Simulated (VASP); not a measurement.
OSZICAR of a VASP run on BBi (relaxed from the rock salt structure, space group Fm-3m):

OSZICAR:
```
       N       E                     dE             d eps       ncg     rms          rms(c)
DAV:   1     0.122972315547E+03    0.12297E+03   -0.10303E+04  1456   0.170E+03
DAV:   2    -0.218206964373E+01   -0.12515E+03   -0.12262E+03  1571   0.370E+02
DAV:   3    -0.922157890476E+01   -0.70395E+01   -0.68669E+01  1846   0.909E+01
DAV:   4    -0.938706385553E+01   -0.16548E+00   -0.16537E+00  1846   0.149E+01
DAV:   5    -0.939138998939E+01   -0.43261E-02   -0.43259E-02  1865   0.205E+00    0.259E+00
DAV:   6    -0.905986046557E+01    0.33153E+00   -0.75608E-01  1894   0.810E+00    0.924E-01
DAV:   7    -0.905152952357E+01    0.83309E-02   -0.10692E-01  1826   0.206E+00    0.456E-01
DAV:   8    -0.904996483312E+01    0.15647E-02   -0.70910E-03  1757   0.123E+00    0.702E-02
DAV:   9    -0.904965420354E+01    0.31063E-03   -0.93132E-04  1985   0.392E-01    0.268E-02
DAV:  10    -0.904964887099E+01    0.53325E-05   -0.15342E-04  1792   0.152E-01    0.976E-03
DAV:  11    -0.904964886902E+01    0.19704E-08   -0.20818E-05  2044   0.574E-02    0.463E-03
DAV:  12    -0.904964762519E+01    0.12438E-05   -0.25588E-06  1399   0.192E-02    0.534E-04
DAV:  13    -0.904964764471E+01   -0.19522E-07   -0.22765E-07   913   0.343E-03
   1 F= -.90496476E+01 E0= -.90498875E+01  d E =-.904965E+01
```

**Question.** Which electronic solver shows in the log?

**Answer.** It is blocked Davidson (ALGO = Normal, or the opening steps of other solvers). The INCAR had ALGO = Normal.

**Question.** Can the final energy be trusted as converged?

**Answer.** The run converged. It stopped with EDIFF = 1E-6, NELM = 100, NSW = 60 and EDIFFG = -0.01 after 1 ionic step (PBEsol GGA, plane waves, VASP's PBE PAW potentials (set 64)).

The structure was generated: BBi was put into the rock salt type (Fm-3m), which need not be its known phase. It was relaxed first, which changed the volume by +12 %. The start is the result of an earlier pass.
